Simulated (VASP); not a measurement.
Given:

```yaml
crystal:
  lattice:
    - [1.77682, -3.07755, 0.00000]
    - [1.77682, 3.07755, 0.00000]
    - [0.00000, 0.00000, 5.50668]
  atoms:
    - { symbol: Dy, position: [0.33333, 0.66667, 0.25000] }
    - { symbol: Dy, position: [0.66667, 0.33333, 0.75000] }
```

Calculation: PBEsol GGA, VASP's PBE PAW potentials (set 64) (plane waves; VASP). Settings: 520 eV cut-off, 13×13×8 Γ-centred mesh, tetrahedra with Blöchl corrections, potentials Dy_3.

The 4f electrons are frozen in the core of the lanthanide potential, so 4f levels, which can set the real gap, and their magnetism are missing.

Question: The job: Dy (hcp), 2 atoms, PBEsol, static run, 520 eV, 13×13×8 Γ-centred mesh. Roughly how much core time does it take on a busy server core?

Answer: About 90 core-seconds (one run on a shared machine, a rough figure). It had 105 irreducible k-points, 13 bands, up to 1653 plane waves and 13 electronic steps.

The compound is Dy in the hcp structure. It was relaxed first.
